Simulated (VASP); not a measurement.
Data:

```
CELL_PARAMETERS angstrom
      2.67421     0.00000     0.00000
      0.00000     2.67421     0.00000
      0.00000     0.00000     3.87565
ATOMIC_POSITIONS crystal
  Ti 0.00000 0.00000 0.00000
  Al 0.50000 0.50000 0.50000
```

Computed with PBEsol GGA, VASP's PBE PAW potentials (set 64) (plane waves; VASP). Numerical set-up: 500 eV cut-off, 14×14×10 Γ-centred mesh, first-order Methfessel-Paxton smearing of 0.10 eV, potentials Ti_sv Al.

Energy and stress use the plane-wave basis of the starting cell.

Problem. The ions, cell shape and volume at an external pressure of 30.0 GPa are relaxed. Give the cell that the relaxation ends in.

Solution. 
```
CELL_PARAMETERS angstrom
      2.63209     0.00000     0.00000
      0.00000     2.63209     0.00000
      0.00000     0.00000     3.81402
ATOMIC_POSITIONS crystal
  Ti 0.00000 0.00000 0.00000
  Al 0.50000 0.50000 0.50000
```
Space group P4/mmm (123), at a tolerance of 0.03 Å.

Problem. How do energy and volume change from the first to the last step?

Solution. The energy (σ→0) changes by +100.3 meV/atom and the volume by -4.7 %, in 4 ionic steps.

The compound is TiAl in the L1_0 structure. This run relaxes it under an external pressure of 30 GPa. Symmetry was kept, so distortions that lower it aren't found. The electron count is odd and the run is not spin-polarised, which forces a metal.
